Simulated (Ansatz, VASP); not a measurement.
## Cross-check of BiAs between VASP and Ansatz

Aim: how closely do two programs agree when they are given the same cell, functional and k mesh? The cell is generated by rule, not measured, and may not be a known phase. The cell is taken from a series of runs on this material, whose earlier steps may have relaxed, scaled, displaced or heated it; both programs get it as it stands.

Calculated with Ansatz 0.2.0; plane waves, with VASP 6.6.1 beside it; zone-centre phonons at PBE.

The structure was built from a prototype and need not be the compound's stable phase.

### Step 1. The starting structure

It takes space group P6_3/mmc (No. 194, hexagonal). Conventional cell: a = 4.177 Å, b = 4.177 Å, c = 7.414 Å, α = 90.00°, β = 90.00°, γ = 120.00°. Nearest to Bi lie 6 As at 3.04 Å. Nearest to As lie 6 Bi at 3.04 Å. Farther neighbours are not listed.

Structure file:

```cif
data_structure
_symmetry_space_group_name_H-M 'P 1'
_symmetry_Int_Tables_number 1
_cell_length_a 4.1773
_cell_length_b 4.1773
_cell_length_c 7.4141
_cell_angle_alpha 90.000
_cell_angle_beta 90.000
_cell_angle_gamma 120.000
_cell_volume 112.04
loop_
_atom_site_label
_atom_site_type_symbol
_atom_site_fract_x
_atom_site_fract_y
_atom_site_fract_z
_atom_site_occupancy
Bi1 Bi 0.00000 0.00000 0.00000 1
Bi2 Bi 0.00000 0.00000 0.50000 1
As3 As 0.33333 0.66667 0.25000 1
As4 As 0.66667 0.33333 0.75000 1
```

### Step 2. VASP: zone-centre phonons, PBE

Second derivatives magnify differences that forces hide, and they need a tight electronic threshold.

Lines of VASP's logs that name or quote its potential files are left out, and so is its time.

INCAR reads:

```
SYSTEM = BiAs
PREC = Accurate
ENCUT = 500
EDIFF = 1E-08
NELM = 120
ISMEAR = 1
SIGMA = 0.2
LREAL = .FALSE.
ALGO = Normal
GGA = PE
NBANDS = 26
LORBIT = 11
LWAVE = .FALSE.
LCHARG = .FALSE.
ISIF = 2
IBRION = 8
LASPH = .TRUE.
GGA_COMPAT = .FALSE.
KPAR = 2
```

POSCAR reads:

```
BiAs
1.0
    4.1773176012      0.0000000000      0.0000000000
   -2.0886588006      3.6176631623      0.0000000000
    0.0000000000      0.0000000000      7.4141078752
Bi As
2 2
Direct
    0.0000000000      0.0000000000      0.0000000000
    0.0000000000      0.0000000000      0.5000000000
    0.3333333333      0.6666666667      0.2500000000
    0.6666666667      0.3333333333      0.7500000000
```

KPOINTS reads:

```
Automatic mesh
0
Gamma
12 12 6
0 0 0
```

The projector-augmented-wave data sets are Bi_d and As (PBE family, release 64).

Launch:

```
$ mpirun -np 2 vasp_std
```

Numbers of over 12 decimals in the logs are rounded to 6 here.

The log of the run:

```text
[banner, memory and clock lines left out]
running    2 mpi-ranks, on    1 nodes
 distrk:  each k-point on    1 cores,    2 groups
 distr:  one band on    1 cores,    1 groups

 POSCAR found type information on POSCAR BiAs
 POSCAR found :  2 types and       4 ions
 LDA part: xc-table for (Slater+PW92), standard interpolation
 POSCAR, INCAR and KPOINTS ok, starting setup
 FFT: planning ... GRIDC
 FFT: planning ... GRID_SOFT
 FFT: planning ... GRID
 WAVECAR not read
 entering main loop
       N       E                     dE             d eps       ncg     rms          rms(c)
DAV:   1     0.374889662204E+03    0.37489E+03   -0.19277E+04  3952   0.159E+03
DAV:   2     0.197606520351E+02   -0.35513E+03   -0.34921E+03  4058   0.418E+02
DAV:   3    -0.158248049246E+02   -0.35585E+02   -0.34965E+02  5064   0.146E+02
DAV:   4    -0.171294294439E+02   -0.13046E+01   -0.12946E+01  4542   0.291E+01
DAV:   5    -0.171838321702E+02   -0.54403E-01   -0.54379E-01  6008   0.589E+00    0.325E+00
DAV:   6    -0.167751402302E+02    0.40869E+00   -0.15034E+00  4896   0.609E+00    0.150E+00
DAV:   7    -0.167913775190E+02   -0.16237E-01   -0.19116E-01  4264   0.172E+00    0.858E-01
DAV:   8    -0.167934224636E+02   -0.20449E-02   -0.24272E-02  4836   0.109E+00    0.171E-01
DAV:   9    -0.167921714891E+02    0.12510E-02   -0.75406E-03  4836   0.500E-01    0.734E-02
DAV:  10    -0.167922385538E+02   -0.67065E-04   -0.68408E-04  4770   0.126E-01    0.478E-02
DAV:  11    -0.167922768250E+02   -0.38271E-04   -0.24643E-04  4528   0.801E-02    0.145E-02
DAV:  12    -0.167922663430E+02    0.10482E-04   -0.47763E-05  4494   0.404E-02    0.887E-03
DAV:  13    -0.167922659464E+02    0.39655E-06   -0.46184E-06  4610   0.103E-02    0.300E-03
DAV:  14    -0.167922661794E+02   -0.23299E-06   -0.28911E-07  5460   0.400E-03    0.158E-03
DAV:  15    -0.167922663027E+02   -0.12326E-06   -0.43866E-07  5062   0.398E-03    0.722E-04
DAV:  16    -0.167922663248E+02   -0.22099E-07   -0.38255E-08  3208   0.980E-04    0.519E-04
DAV:  17    -0.167922663264E+02   -0.15934E-08   -0.10210E-09  2106   0.303E-04
   1 F= -.16792266E+02 E0= -.16791278E+02  d E =-.296379E-02
 Linear response reoptimize wavefunctions to high precision
DAV:   1    -0.167922663382E+02   -0.11788E-07   -0.15268E-09  2194   0.325E-04
DAV:   2    -0.167922663382E+02   -0.33651E-10   -0.31239E-10  2098   0.150E-04
 Linear response DOF=           4
 Linear response progress:
  Degree of freedom:   1/  4
       N       E                     dE             d eps       ncg     rms          rms(c)
RMM:   1    -0.325292390631E+00   -0.32529E+00    0.18759E-01 16535   0.817E+00
RMM:   2    -0.333012678199E+00   -0.77203E-02   -0.18654E-02 20929   0.951E-01    0.382E-02
RMM:   3    -0.332886562214E+00    0.12612E-03   -0.15627E-03 23337   0.273E-01    0.231E-02
RMM:   4    -0.332476802076E+00    0.40976E-03   -0.11987E-04 23165   0.813E-02    0.476E-03
RMM:   5    -0.332489822659E+00   -0.13021E-04   -0.10877E-05 24883   0.283E-02    0.269E-03
RMM:   6    -0.332510905805E+00   -0.21083E-04   -0.32500E-06 23748   0.109E-02    0.748E-04
RMM:   7    -0.332519946762E+00   -0.90410E-05   -0.16315E-06 24983   0.457E-03    0.242E-04
RMM:   8    -0.332519038830E+00    0.90793E-06   -0.12475E-06 24537   0.215E-03    0.817E-05
RMM:   9    -0.332518854148E+00    0.18468E-06   -0.60237E-07 25100   0.845E-04    0.666E-05
RMM:  10    -0.332517974355E+00    0.87979E-06   -0.39664E-07 25429   0.376E-04    0.602E-06
RMM:  11    -0.332517885839E+00    0.88516E-07   -0.19432E-07 25320   0.183E-04    0.222E-06
RMM:  12    -0.332517925650E+00   -0.39811E-07   -0.13303E-07 25731   0.108E-04    0.136E-06
RMM:  13    -0.332517992499E+00   -0.66849E-07   -0.75667E-08 24904   0.728E-05    0.104E-06
RMM:  14    -0.332517958223E+00    0.34276E-07   -0.43958E-08 22152   0.539E-05    0.504E-07
RMM:  15    -0.332517967320E+00   -0.90965E-08   -0.34350E-08 17635   0.432E-05    0.188E-07
 first order change of Fermi-energy   0.15075E-04
 force on displaced ion       1 direction 1 :  -1.348   0.000   0.000
 Linear response progress:
  Degree of freedom:   2/  4
       N       E                     dE             d eps       ncg     rms          rms(c)
RMM:   1    -0.351303559570E+00   -0.35130E+00    0.15108E-01  6900   0.790E+00
RMM:   2    -0.357960294337E+00   -0.66567E-02   -0.18935E-02  8837   0.932E-01    0.545E-02
RMM:   3    -0.357800880188E+00    0.15941E-03   -0.14988E-03  9660   0.262E-01    0.346E-02
RMM:   4    -0.357644186105E+00    0.15669E-03   -0.17688E-04  9806   0.768E-02    0.193E-02
RMM:   5    -0.357501360996E+00    0.14283E-03   -0.73861E-05  9546   0.329E-02    0.319E-03
RMM:   6    -0.357519993177E+00   -0.18632E-04   -0.70990E-05 10140   0.129E-02    0.130E-03
RMM:   7    -0.357533905070E+00   -0.13912E-04   -0.45444E-06 10132   0.578E-03    0.394E-04
RMM:   8    -0.357539719661E+00   -0.58146E-05   -0.17562E-05 10284   0.274E-03    0.146E-04
RMM:   9    -0.357539014050E+00    0.70561E-06   -0.37555E-06 10235   0.967E-04    0.379E-05
RMM:  10    -0.357539409553E+00   -0.39550E-06   -0.39835E-06 10417   0.453E-04    0.178E-05
RMM:  11    -0.357539243934E+00    0.16562E-06   -0.11096E-06 10282   0.230E-04    0.675E-06
RMM:  12    -0.357539223933E+00    0.20002E-07   -0.49783E-07 10509   0.131E-04    0.334E-06
RMM:  13    -0.357539274848E+00   -0.50915E-07   -0.48563E-07 10236   0.826E-05    0.162E-06
RMM:  14    -0.357539267869E+00    0.69791E-08   -0.33292E-07 10159   0.581E-05    0.833E-07
RMM:  15    -0.357539287103E+00   -0.19234E-07   -0.22973E-07  9343   0.455E-05    0.265E-07
RMM:  16    -0.357539281807E+00    0.52960E-08   -0.21716E-07  7614   0.384E-05    0.230E-07
RMM:  17    -0.357539275808E+00    0.59985E-08   -0.10175E-07  6952   0.349E-05    0.169E-07
RMM:  18    -0.357539281276E+00   -0.54677E-08   -0.10262E-07  7959   0.336E-05    0.106E-07
RMM:  19    -0.357539281891E+00   -0.61439E-09   -0.11247E-07  5682   0.323E-05    0.313E-08
 first order change of Fermi-energy   0.17572E-03
 force on displaced ion       1 direction 3 :  -0.000   0.000  -3.743
 Linear response progress:
  Degree of freedom:   3/  4
       N       E                     dE             d eps       ncg     rms          rms(c)
RMM:   1    -0.447655291090E-01   -0.44766E-01    0.46754E-02 30724   0.819E-01
RMM:   2    -0.431791757251E-01    0.15864E-02   -0.16656E-03 23960   0.214E-01    0.464E-02
RMM:   3    -0.433648334423E-01   -0.18566E-03   -0.28392E-04 28872   0.702E-02    0.258E-02
RMM:   4    -0.435423804298E-01   -0.17755E-03   -0.32429E-05 28336   0.360E-02    0.436E-03
RMM:   5    -0.435614505560E-01   -0.19070E-04   -0.28065E-06 30070   0.121E-02    0.206E-03
RMM:   6    -0.435559863693E-01    0.54642E-05   -0.11847E-06 29260   0.388E-03    0.555E-04
RMM:   7    -0.435562242260E-01   -0.23786E-06   -0.11354E-08 30333   0.115E-03    0.148E-04
RMM:   8    -0.435562126512E-01    0.11575E-07    0.30114E-07 30253   0.405E-04    0.275E-05
RMM:   9    -0.435560981949E-01    0.11446E-06    0.37477E-07 31451   0.152E-04    0.600E-06
RMM:  10    -0.435560691159E-01    0.29079E-07   -0.12653E-08 30830   0.527E-05    0.318E-06
RMM:  11    -0.435560755502E-01   -0.64343E-08    0.13149E-08 30705   0.261E-05    0.974E-07
 first order change of Fermi-energy  -0.45603E-04
 force on displaced ion       3 direction 1 :  -2.941  -0.001   0.000
 Linear response progress:
  Degree of freedom:   4/  4
       N       E                     dE             d eps       ncg     rms          rms(c)
RMM:   1    -0.567531671916E-01   -0.56753E-01    0.51417E-02 13875   0.871E-01
RMM:   2    -0.542617477659E-01    0.24914E-02   -0.37534E-03  8189   0.306E-01    0.575E-02
RMM:   3    -0.542569790668E-01    0.47687E-05   -0.84121E-05  8586   0.125E-01    0.321E-02
RMM:   4    -0.543763180184E-01   -0.11934E-03    0.12894E-05  9488   0.464E-02    0.147E-02
RMM:   5    -0.544930910822E-01   -0.11677E-03   -0.13795E-05  9315   0.209E-02    0.271E-03
RMM:   6    -0.544975653545E-01   -0.44743E-05   -0.14569E-05  9574   0.798E-03    0.896E-04
RMM:   7    -0.544965158613E-01    0.10495E-05   -0.86585E-06  9070   0.289E-03    0.430E-04
RMM:   8    -0.544969782727E-01   -0.46241E-06   -0.37141E-06  8670   0.167E-03    0.792E-05
RMM:   9    -0.544966815192E-01    0.29675E-06   -0.17581E-06 10130   0.721E-04    0.416E-05
RMM:  10    -0.544965478050E-01    0.13371E-06   -0.17184E-06  9264   0.313E-04    0.818E-06
RMM:  11    -0.544964792213E-01    0.68584E-07   -0.95538E-07 10132   0.120E-04    0.610E-06
RMM:  12    -0.544964359745E-01    0.43247E-07   -0.52965E-07  9417   0.452E-05    0.179E-06
RMM:  13    -0.544964090813E-01    0.26893E-07   -0.24884E-07 10028   0.251E-05    0.795E-07
RMM:  14    -0.544963967874E-01    0.12294E-07   -0.12784E-07  8566   0.167E-05    0.418E-07
RMM:  15    -0.544963877944E-01    0.89931E-08   -0.33006E-08  5079   0.121E-05    0.118E-07
 first order change of Fermi-energy  -0.12188E-03
 force on displaced ion       3 direction 3 :  -0.000  -0.000  -1.848
 Linear response finished
```

Parts of OUTCAR (step 2):

```text
ion  position               nearest neighbor table
   1  0.000  0.000  0.000-   3 3.04   4 3.04   3 3.04   4 3.04   4 3.04   3 3.04   2 3.71   2 3.71

  LATTYP: Found a hexagonal cell.
 ALAT       =     4.1773176012
 C/A-ratio  =     1.7748489780

 Subroutine GETGRP returns: Found 24 space group operations
 (whereof 12 operations were pure point group operations)

The static configuration has the point symmetry D_3d.
 The point group associated with its full space group is D_6h.

 Found     76 irreducible k-points:

   k-points           NKPTS =     76   k-points in BZ     NKDIM =     76   number of bands    NBANDS=     26

   dimension x,y,z NGX =    30 NGY =   30 NGZ =   54
   dimension x,y,z NGXF=    60 NGYF=   60 NGZF=  108

   ENCUT  =  500.0 eV  36.75 Ry    6.06 a.u.   7.62  7.62 13.52*2*pi/ulx,y,z

   NELECT =      40.0000    total number of electrons

 k-points in reciprocal lattice and weights: Automatic mesh
   0.00000000  0.00000000  0.00000000       0.001
   0.08333333  0.00000000  0.00000000       0.007
   0.16666667 -0.00000000  0.00000000       0.007
   0.25000000  0.00000000  0.00000000       0.007
   0.33333333 -0.00000000  0.00000000       0.007
   0.41666667  0.00000000  0.00000000       0.007
   0.50000000  0.00000000  0.00000000       0.003
   0.08333333  0.08333333  0.00000000       0.007
   0.16666667  0.08333333  0.00000000       0.014
[...]
0.33333333  0.25000000  0.50000000       0.014
   0.33333333  0.33333333  0.50000000       0.002

 average (electrostatic) potential at core
       1-105.2810       2-105.2810       3 -48.5769       4 -48.5769

  Total        0.0143743      0.0143743      0.0057906      0.0000000     -0.0000000      0.0000000
  in kB        0.2055480      0.2055480      0.0828032      0.0000000     -0.0000000      0.0000000
  external PRESSURE =       0.1646331 kB  Pullay stress =       0.0000000 kB

  energy-cutoff  :      500.00
  volume of cell :      112.04
      direct lattice vectors                 reciprocal lattice vectors
     4.177317601  0.000000000  0.000000000     0.239388070  0.138210767  0.000000000
    -2.088658801  3.617663162  0.000000000     0.000000000  0.276421534  0.000000000
     0.000000000  0.000000000  7.414107875     0.000000000  0.000000000  0.134877994

 POSITION                                       TOTAL-FORCE (eV/Angst)
 -----------------------------------------------------------------------------------
      0.00000      0.00000      0.00000         0.000000      0.000000      0.000000
      0.00000      0.00000      3.70705         0.000000      0.000000      0.000000
     -0.00000      2.41178      1.85353        -0.000000     -0.000000     -0.000000
      2.08866      1.20589      5.56058         0.000000      0.000000     -0.000000
 -----------------------------------------------------------------------------------
    total drift:                                0.000000      0.000000      0.000000

 Eigenvectors and eigenvalues of the dynamical matrix
 ----------------------------------------------------

   1 f  =    4.519868 THz    28.399169 2PiTHz  150.766570 cm-1    18.692664 meV
             X         Y         Z           dx          dy          dz
      0.000000  0.000000  0.000000     0.000000   -0.000000   -0.000000
      0.000000  0.000000  3.707054     0.000000   -0.000000    0.000000
     -0.000000  2.411775  1.853527     0.000000   -0.000000   -0.707107
      2.088659  1.205888  5.560581    -0.000000    0.000000    0.707107

   2 f  =    3.772871 THz    23.705650 2PiTHz  125.849445 cm-1    15.603336 meV
             X         Y         Z           dx          dy          dz
      0.000000  0.000000  0.000000     0.000000    0.000000    0.000000
      0.000000  0.000000  3.707054     0.000000    0.000000    0.000000
     -0.000000  2.411775  1.853527     0.707107    0.000000    0.000000
      2.088659  1.205888  5.560581    -0.707107   -0.000000   -0.000000

   3 f  =    3.772871 THz    23.705650 2PiTHz  125.849445 cm-1    15.603336 meV
             X         Y         Z           dx          dy          dz
      0.000000  0.000000  0.000000     0.000000    0.000000   -0.000000
      0.000000  0.000000  3.707054     0.000000    0.000000    0.000000
     -0.000000  2.411775  1.853527    -0.000000    0.707107    0.000000
      2.088659  1.205888  5.560581     0.000000   -0.707107    0.000000

   4 f  =    3.434173 THz    21.577548 2PiTHz  114.551694 cm-1    14.202594 meV
             X         Y         Z           dx          dy          dz
      0.000000  0.000000  0.000000    -0.000000   -0.000000    0.707107
      0.000000  0.000000  3.707054    -0.000000   -0.000000   -0.707107
     -0.000000  2.411775  1.853527     0.000000    0.000000   -0.000000
      2.088659  1.205888  5.560581     0.000000   -0.000000    0.000000

   5 f  =    2.597464 THz    16.320350 2PiTHz   86.642086 cm-1    10.742245 meV
             X         Y         Z           dx          dy          dz
      0.000000  0.000000  0.000000    -0.364509    0.000001   -0.000000
      0.000000  0.000000  3.707054    -0.364509    0.000001    0.000000
     -0.000000  2.411775  1.853527     0.605915   -0.000002   -0.000000
      2.088659  1.205888  5.560581     0.605915   -0.000002    0.000000

   6 f  =    2.597464 THz    16.320350 2PiTHz   86.642086 cm-1    10.742245 meV
             X         Y         Z           dx          dy          dz
      0.000000  0.000000  0.000000    -0.000001   -0.364509   -0.000000
      0.000000  0.000000  3.707054    -0.000001   -0.364509    0.000000
     -0.000000  2.411775  1.853527     0.000002    0.605915   -0.000000
      2.088659  1.205888  5.560581     0.000002    0.605915   -0.000000

   7 f  =    1.166720 THz     7.330719 2PiTHz   38.917598 cm-1     4.825165 meV
             X         Y         Z           dx          dy          dz
      0.000000  0.000000  0.000000     0.707107    0.000019   -0.000000
      0.000000  0.000000  3.707054    -0.707107   -0.000019    0.000000
     -0.000000  2.411775  1.853527    -0.000000   -0.000000    0.000000
      2.088659  1.205888  5.560581    -0.000000   -0.000000    0.000000

   8 f  =    1.166720 THz     7.330719 2PiTHz   38.917598 cm-1     4.825165 meV
             X         Y         Z           dx          dy          dz
      0.000000  0.000000  0.000000    -0.000019    0.707107   -0.000000
      0.000000  0.000000  3.707054     0.000019   -0.707107    0.000000
     -0.000000  2.411775  1.853527     0.000000    0.000000    0.000000
      2.088659  1.205888  5.560581    -0.000000    0.000000    0.000000

   9 f  =    0.009076 THz     0.057025 2PiTHz    0.302737 cm-1     0.037535 meV
             X         Y         Z           dx          dy          dz
      0.000000  0.000000  0.000000    -0.000000    0.000000   -0.605693
      0.000000  0.000000  3.707054    -0.000000    0.000000   -0.605693
     -0.000000  2.411775  1.853527    -0.000000    0.000000   -0.364878
      2.088659  1.205888  5.560581    -0.000000    0.000000   -0.364878

  10 f/i=    0.005393 THz     0.033884 2PiTHz    0.179883 cm-1     0.022303 meV
             X         Y         Z           dx          dy          dz
      0.000000  0.000000  0.000000     0.594271    0.118218    0.000000
      0.000000  0.000000  3.707054     0.594271    0.118218    0.000000
     -0.000000  2.411775  1.853527     0.357503    0.071118    0.000000
      2.088659  1.205888  5.560581     0.357503    0.071118    0.000000

  11 f/i=    0.005393 THz     0.033884 2PiTHz    0.179883 cm-1     0.022303 meV
             X         Y         Z           dx          dy          dz
      0.000000  0.000000  0.000000     0.118218   -0.594271   -0.000000
      0.000000  0.000000  3.707054     0.118218   -0.594271   -0.000000
     -0.000000  2.411775  1.853527     0.071118   -0.357503   -0.000000
      2.088659  1.205888  5.560581     0.071118   -0.357503   -0.000000

  12 f/i=    3.378112 THz    21.225304 2PiTHz  112.681691 cm-1    13.970743 meV
             X         Y         Z           dx          dy          dz
      0.000000  0.000000  0.000000     0.000000    0.000000   -0.364878
      0.000000  0.000000  3.707054     0.000000   -0.000000   -0.364878
     -0.000000  2.411775  1.853527     0.000000   -0.000000    0.605693
      2.088659  1.205888  5.560581     0.000000    0.000000    0.605693

 ELASTIC MODULI CONTR FROM IONIC RELAXATION (kBar)
 Direction    XX          YY          ZZ          XY          YZ          ZX
 --------------------------------------------------------------------------------
 XX        -107.6904    107.6904      0.0000      0.0000     -0.0000      0.0000
 YY         107.6904   -107.6904     -0.0000     -0.0000      0.0000      0.0000
 ZZ           0.0000     -0.0000     -0.0000      0.0000     -0.0000      0.0000
 XY           0.0000     -0.0000      0.0000   -107.6904      0.0000      0.0000
 YZ          -0.0000      0.0000     -0.0000      0.0000     -0.0000      0.0000
 ZX           0.0000      0.0000      0.0000      0.0000      0.0000      0.0000
 --------------------------------------------------------------------------------
```

(Part 1 of 2 ends here.)

[Lines on the potential files, build, host, timing and source positions are cut from VASP's logs without a mark.]

[Logs are printed without paths, hosts, clocks, repeated set-up lines and the standing remarks that a program may print on its own settings, such as how far it seeks lower states.]

[Hosts, paths, dates, database ids (printed as entryN), source tags and the programs' standing remarks are cut or masked in the printed files.]
